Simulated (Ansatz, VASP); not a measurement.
# Cross-check of VN (VN(001)) between VASP and Ansatz, part 2 of 2

One calculation is typed for both programs; each brings its own data sets and cutoff. How far apart do they land?  The structure shown is the end of the VASP relaxation below.

VASP 6.6.1 and Ansatz 0.2.0.

So far: Set-up; VASP: relaxation, PBEsol.

In doubt: too few empty bands were carried, so the values of those runs are not to be relied on.

### Step 3. Ansatz: single point, PBEsol

Level of this step: Ansatz beside VASP: Kohn-Sham DFT, plane waves, PBEsol (Ansatz).

Ansatz runs on its default PAW (the set named soft_2) files.

The same cell, functional, mesh and smearing now go to Ansatz, which takes its cutoff from its data sets.

File input.yaml:

```yaml
crystal:
  lattice:
    - [2.90620887, 0.0, 0.0]
    - [0.0, 2.90620887, 0.0]
    - [0.0, 0.0, 24.22]
  atoms:
    - { symbol: V, position: [0.0, 0.0, 0.33961422] }
    - { symbol: V, position: [0.5, 0.5, 0.41643534] }
    - { symbol: V, position: [0.0, 0.0, 0.5] }
    - { symbol: V, position: [0.5, 0.5, 0.58356466] }
    - { symbol: V, position: [0.0, 0.0, 0.66038578] }
    - { symbol: "N", position: [0.5, 0.5, 0.32888604] }
    - { symbol: "N", position: [0.0, 0.0, 0.41687488] }
    - { symbol: "N", position: [0.5, 0.5, 0.5] }
    - { symbol: "N", position: [0.0, 0.0, 0.58312512] }
    - { symbol: "N", position: [0.5, 0.5, 0.67111396] }
hamiltonian:
  xc: pbesol
  pseudopotentials: { kind: paw }
kpoints:
  mp_grid: { grid: [11, 11, 1] }
scf:
  occupations: { method: methfessel_paxton, width: 0.1 }
  n_extra_bands: 6
efield:
  axis: 3
  dipole_correction: true
  ramp_width: 0.04
output:
  forces: true
  eigenvalues: true
  write_density: true
  write_potential: true
  elf: true
  volumetric_format: npy
```

Started as:

```console
$ ansatz run input.yaml --threads 4 --pin off --max-ram 18432MiB --backend cpu --events-out ev --progress --plain --runs-dir out
```

Numbers of over 12 decimals in the logs are rounded to 6 here.

The program printed:

```text
scf.n_extra_bands = 6 over 45 filled bands (N_el = 90.0): the run solves 51 bands
Engine: ansatz 0.2.0, aarch64-unknown-linux-gnu
Pseudopotentials: kind: paw
Pseudopotential: V, paw, valence charge 13, recommended cutoff 420 eV (normal), V.paw.azcp
Pseudopotential: N, paw, valence charge 5, recommended cutoff 420 eV (normal), N.paw.azcp
Functional definition: PBEsol
  exchange = pbesol_x
  correlation = pbesol_c
Crystal: 10 atoms, lattice volume = 204.563 Å³
Basis set: ecut = 420 eV, 3933 PW (Γ), exchange–correlation on 40×40×324 points (8 copies of the dense FFT grid, shifted against one another)
Bands: 51, of which v1, the nominal top of the filled ones, is band 45 counted from 1 (44 counted from 0)
Symmetry: 8 space group operations
k-points: 21 of 121
Non-local potential: V, projectors of the file, l = 0: 3, l = 1: 2, l = 2: 3, l = 3: 1
Non-local potential: N, projectors of the file, l = 0: 2, l = 1: 2, l = 2: 1
PAW form: soft (Blöchl's): semilocal exchange-correlation on the pseudo side does not see the compensation charge
PAW frozen core: V, regenerated for the run's functional, and the local potential with it (the file was generated under x = pbe(κ = 0.804, μ = 0.219515), c = pbe(β = 0.066725))
PAW frozen core: N, regenerated for the run's functional, and the local potential with it (the file was generated under x = pbe(κ = 0.804, μ = 0.219515), c = pbe(β = 0.066725))
PAW one-centre angular grid: V, 590 points (default); XC on 64 Gauss nodes
PAW one-centre angular grid: N, 110 points (default); XC on 64 Gauss nodes
Initial density: superposition of atomic densities (neutral atoms: chi_scale 0, normalization atom), corrected by the library's trained network
Initial wavefunctions: pseudopotential atomic-orbital guess
Functional: x = pbesol(κ = 0.804, μ = 0.123457), c = pbesol(β = 0.046)
SCF iter   1: F=—  HF=-16329.383329 eV  |F-HF|=—  |Δ(HF+E_count)|=         —  Δρ=2.14e-2  dr2=2.17e0  ethr=1.77e-3  p=0.000 e·Å  D=5.27e-13 V/Å  ΔV_dip=-0.00 eV  dr2_dipole=3.01e-7  V_vac-E_F(+/−)=3.78/3.78 eV  ⟨swp⟩=7.0  Hψ=5208  notcnv=0
efield: sawtooth ramp at fractional position 0.9800 (placed from the atoms, in the widest stretch of the axis that holds none; the zero of the levels goes with the place), width 0.0400; the density the first Hamiltonian is built on has a dipole p = 0.000 e·Å; the dipole correction subtracts the counter field D = 5.27e-13 V/Å, which shifts the + side's vacuum level by -0.00 eV against the − side's; the planar-averaged density in the ramp window peaks in size at 3.0e-5 e/Å³
preconditioner: auto → LDOS  [metal: Δε(μ)=0.002 eV  Ē_g=7.390 eV  σ=0.100 eV  W_gap=0.02  n_scr=46 (ndim 8)  ℏωp=18.4 eV  f_vac=0.539  D(μ)=7.73/eV (n_scr^D=64)  β→1.0]
SCF iter   2: F=—  HF=-16329.341381 eV  |F-HF|=—  |Δ(HF+E_count)|=   4.19e-2  S|Δr|=    0.00e0  Δρ=2.27e-2  dr2=2.72e0  ethr=1.77e-3  p=0.000 e·Å  D=3.40e-5 V/Å  ΔV_dip=-0.00 eV  dr2_dipole=3.03e-7  V_vac-E_F(+/−)=4.02/4.02 eV  ⟨swp⟩=2.8  Hψ=1775  notcnv=0  defer=7
SCF iter   3: F=—  HF=-16329.266181 eV  |F-HF|=—  |Δ(HF+E_count)|=   7.52e-2  S|Δr|=    0.00e0  Δρ=3.61e-3  dr2=5.14e-2  ethr=1.77e-3  p=0.000 e·Å  D=1.77e-5 V/Å  ΔV_dip=-0.00 eV  dr2_dipole=1.36e-7  V_vac-E_F(+/−)=3.90/3.90 eV  ⟨swp⟩=2.3  Hψ=1364  notcnv=0  defer=7
SCF iter   4: F=—  HF=-16329.267468 eV  |F-HF|=—  |Δ(HF+E_count)|=   1.29e-3  S|Δr|=    0.00e0  Δρ=1.59e-3  dr2=7.28e-3  ethr=5.71e-5  p=0.000 e·Å  D=8.87e-6 V/Å  ΔV_dip=-0.00 eV  dr2_dipole=6.26e-9  V_vac-E_F(+/−)=3.90/3.90 eV  ⟨swp⟩=2.3  Hψ=1488  notcnv=0  defer=7
SCF iter   5: F=—  HF=-16329.266998 eV  |F-HF|=—  |Δ(HF+E_count)|=   4.69e-4  S|Δr|=    0.00e0  Δρ=7.46e-4  dr2=4.42e-3  ethr=8.09e-6  p=0.000 e·Å  D=3.43e-6 V/Å  ΔV_dip=-0.00 eV  dr2_dipole=6.50e-10  V_vac-E_F(+/−)=3.92/3.92 eV  ⟨swp⟩=2.1  Hψ=1445  notcnv=0  defer=7
SCF iter   6: F=—  HF=-16329.266933 eV  |F-HF|=—  |Δ(HF+E_count)|=   6.52e-5  S|Δr|=    0.00e0  Δρ=3.56e-4  dr2=8.69e-4  ethr=4.91e-6  p=0.000 e·Å  D=1.54e-6 V/Å  ΔV_dip=-0.00 eV  dr2_dipole=5.36e-11  V_vac-E_F(+/−)=3.92/3.92 eV  ⟨swp⟩=1.2  Hψ=1073  notcnv=0  defer=7
SCF iter   7: F=—  HF=-16329.266911 eV  |F-HF|=—  |Δ(HF+E_count)|=   2.18e-5  S|Δr|=    0.00e0  Δρ=3.42e-5  dr2=1.67e-6  ethr=9.66e-7  p=0.000 e·Å  D=2.91e-7 V/Å  ΔV_dip=-0.00 eV  dr2_dipole=2.47e-11  V_vac-E_F(+/−)=3.93/3.93 eV  ⟨swp⟩=1.9  Hψ=1333  notcnv=0  defer=6
SCF iter   8: F=—  HF=-16329.267436 eV  |F-HF|=—  |Δ(HF+E_count)|=   5.24e-4  S|Δr|=    0.00e0  Δρ=1.89e-4  dr2=8.01e-5  ethr=1.85e-9  p=0.000 e·Å  D=1.34e-7 V/Å  ΔV_dip=-0.00 eV  dr2_dipole=1.31e-11  V_vac-E_F(+/−)=3.93/3.93 eV  ⟨swp⟩=3.9  Hψ=2718  notcnv=0  defer=6
SCF iter   9: F=—  HF=-16329.267428 eV  |F-HF|=—  |Δ(HF+E_count)|=   7.86e-6  S|Δr|=    0.00e0  Δρ=8.46e-5  dr2=2.89e-5  ethr=1.85e-9  p=0.000 e·Å  D=4.44e-8 V/Å  ΔV_dip=-0.00 eV  dr2_dipole=4.63e-12  V_vac-E_F(+/−)=3.93/3.93 eV  ⟨swp⟩=3.0  Hψ=2361  notcnv=0  defer=6
SCF iter  10: F=—  HF=-16329.267428 eV  |F-HF|=—  |Δ(HF+E_count)|=   4.15e-7  S|Δr|=    0.00e0  Δρ=7.20e-5  dr2=1.27e-5  ethr=1.85e-9  p=0.000 e·Å  D=9.02e-9 V/Å  ΔV_dip=-0.00 eV  dr2_dipole=8.94e-12  V_vac-E_F(+/−)=3.93/3.93 eV  ⟨swp⟩=2.2  Hψ=2050  notcnv=0  defer=6
SCF iter  11: F=—  HF=-16329.267428 eV  |F-HF|=—  |Δ(HF+E_count)|=   8.11e-7  S|Δr|=    0.00e0  Δρ=4.13e-5  dr2=4.15e-6  ethr=1.85e-9  p=0.000 e·Å  D=1.10e-8 V/Å  ΔV_dip=-0.00 eV  dr2_dipole=5.65e-14  V_vac-E_F(+/−)=3.93/3.93 eV  ⟨swp⟩=2.3  Hψ=1570  notcnv=0  defer=6
SCF iter  12: F=—  HF=-16329.267427 eV  |F-HF|=—  |Δ(HF+E_count)|=   4.03e-7  S|Δr|=    0.00e0  Δρ=1.11e-5  dr2=2.55e-7  ethr=1.85e-9  p=-0.000 e·Å  D=-1.95e-8 V/Å  ΔV_dip=0.00 eV  dr2_dipole=6.69e-14  V_vac-E_F(+/−)=3.93/3.93 eV  ⟨swp⟩=2.3  Hψ=2069  notcnv=0  defer=6
SCF iter  13: F=-16329.267427 eV  HF=-16329.267427 eV  |F-HF|=7.38e-8  |Δ(HF+E_count)|=   1.28e-8  S|Δr|=    0.00e0  Δρ=5.76e-6  dr2=8.26e-8  ethr=1.11e-10  p=-0.000 e·Å  D=-5.53e-9 V/Å  ΔV_dip=0.00 eV  dr2_dipole=5.36e-13  V_vac-E_F(+/−)=3.93/3.93 eV  ⟨swp⟩=16.7  Hψ=9211  notcnv=0
WARN: the bands leave out some 1.676e-2 electrons a cell, over the threshold 1e-3 (by scf.eigensolver.empty_state_threshold): the first level above them, at 5.5482 eV, would hold 1.292e0 of 2 at k-index 0, k = (0.0000, 0.0000, 0.0000) — raise scf.n_extra_bands (try 57 bands in all)
SCF 1 converged in 13 iterations: F = -16329.267427 eV  dr2 = 8.26e-8
  Residual-converged pass: ⟨swp⟩=1.0  Hψ=1155  notcnv=0  max |occ|·‖R‖ = 7.1e-9 eV (tolerance 1.0e-8 eV)  dr2=8.26e-8  dr2_onsite=9.35e-9  max |Δocc| = 7.7e-11
  greatest PAW one-centre occupation: 1.000 electrons in one spin orbital (limit 2), on the V atom at site 2 (counted from 0), in its partial waves of l = 0
WARN: The output density's exchange-correlation potential varies sharply where the density is thin. Do not read a vacuum level from v_tot or v_xc, or from such a field of the output density. On a cell that repeats whose density bears no net charge and no dipole along the vacuum's axis use v_es (v_loc + v_h of the components); under efield.dipole_correction with no amplitude use v_es + v_field, which holds any externa [...]
SCF converged after 13 iterations
Stability not checked: this state was not tested for a lower state beside it, because cold or Methfessel-Paxton smearing, or corrected tetrahedra, fill the levels in a way that the test cannot read (fill_not_monotonic; see scf.lower_state_search)
Free energy (F): -16329.267427 eV
Harris-Foulkes:  -16329.267427 eV  (|F-HF|=7.38e-8)
Internal energy: -16329.264512 eV  (E = F + TS)
E sigma→0 (E₀):  -16329.266698 eV
Entropy (-TS):   -0.002915 eV (-0.291 meV/atom)
Fermi energy:    5.565720 eV
Dipole field:    D = -0.000001 V/Å  (p = -0.000001 e·Å, saw-weighted, corrected)
Work function:   Φ+ = 3.9274 eV   Φ− = 3.9275 eV
Levels:          The Fermi level and band energies are counted from a zero that moves with the ramp; work functions are not
--- Per-component energies (eV) ---
  E_band       = -1660.208403
  E_kinetic    = 2340.626181
  E_local      = -128563.708104  (includes V_loc(G=0)·N_el)
  E_nonlocal   = 1.128780
  E_hartree    = 63424.412680
  E_xc         = -948.668596
  E_vxc        = -1209.413725  (∫ρ·V_xc dr)
  E_paw        = -6041.231513  (= ΣΔE_a)
  E_vpaw       = -1077.666406  (= ΣTr[D̂ρ^β])
  E_aug_tail   = 0.001707  (compensation charges beyond the density's cutoff)
  E_efield     = 0.000000  (sawtooth field / dipole correction)
  E_vefield    = 0.000000  (∫n·V_field dr)
  E_ewald      = 53457.285463
  E_core_change = 0.888890  (= ΣΔE_core)
  E_smearing   = -0.002915  (= −TS)
  E_closure    = 0.000000  (closes the sum)
  Σ components = -16329.267427   (vs F -16329.267427, Δ=0.00e0)
--- Forces (eV/Å), atoms counted from 1 ---
  atom   1  V     -0.00000000     0.00000000     0.07350135
  atom   2  V     -0.00000000     0.00000000     0.04266486
  atom   3  V     -0.00000000     0.00000000    -0.00000004
  atom   4  V     -0.00000000     0.00000000    -0.04266434
  atom   5  V     -0.00000000     0.00000000    -0.07350155
  atom   6  N      0.00000000     0.00000000    -0.03723548
  atom   7  N     -0.00000000     0.00000000    -0.03111004
  atom   8  N      0.00000000     0.00000000    -0.00000000
  atom   9  N     -0.00000000     0.00000000     0.03111022
  atom  10  N     -0.00000000     0.00000000     0.03723538
  max |Σ_I F_I| component: 3.66e-7 eV/Å
--- Band table (eV; the first three rows and the last of 21) ---
  k-point 0: bands = [... 41 lower, 3.3030, 3.3030, 3.7043, 4.0577, 4.1977, 4.1977, 5.0270, 5.1938, ... 2 higher]
  k-point 1: bands = [... 41 lower, 3.0894, 3.5490, 4.1540, 4.2313, 4.2783, 4.4170, 5.0648, 5.0979, ... 2 higher]
  k-point 2: bands = [... 41 lower, 3.8196, 4.2765, 4.3887, 4.4223, 4.8519, 4.9561, 5.0988, 5.1888, ... 2 higher]
  k-point 20: bands = [... 41 lower, 3.0689, 4.1015, 4.1318, 5.8277, 5.8721, 6.0585, 6.7171, 6.7636, ... 2 higher]
```

Run time: 10 s. Hardware: 4 threads of Arm Neoverse V2, shared host; peak memory 0.63 GiB.

Reading the cycles: dr2 is the Hartree energy of the density residual (eV), the measure of convergence; HF is the Harris–Foulkes estimate of the energy, which meets the free energy F at convergence.

### Step 4. Comparison

Known differences besides the PAW data sets themselves: the cutoff is 420 eV in Ansatz and 400 eV in VASP (PREC = Normal); Ansatz makes its cores anew for this functional, VASP keeps those of its PBE data sets. Total energies have different zeros and are not compared.

At this near-relaxed geometry the largest component of a force difference is 79 meV/Å.

### Step 5. Further runs

The difference is large enough to ask for its cause, so further runs change the set-up of one program at a time, as the table lists.

```
                                                           run  r.m.s. force difference (meV/Å)
                                                      as above                               23
cores kept as stored, as VASP does, whose cores stay as stored                               21
                       Ansatz's larger PAW set (cutoff 930 eV)                               22
                   norm-conserving potentials (cutoff 1143 eV)                               13
```

### Step 6. What came out

| Item | Value |
| --- | --- |
| r.m.s. force difference (single point, PBEsol) | 23 meV/Å |

**Reading.** The r.m.s. force difference is 23 meV/Å (single point, PBEsol), beyond the 12 meV/Å picked in this series as the mark of a large difference. For single point, PBEsol: norm-conserving potentials (cutoff 1143 eV) cuts the r.m.s. force difference from 23 to 13 meV/Å; whether that points to the cause isn't shown, since only Ansatz's side was varied. How closely two codes agree says nothing of how well the functional describes the real material.

[Lines on the potential files, build, host, timing and source positions are cut from VASP's logs without a mark.]

[Logs are printed without paths, hosts, clocks, repeated set-up lines and the standing remarks that a program may print on its own settings, such as how far it seeks lower states.]

[Hosts, paths, dates, database ids (printed as entryN), source tags and the programs' standing remarks are cut or masked in the printed files.]
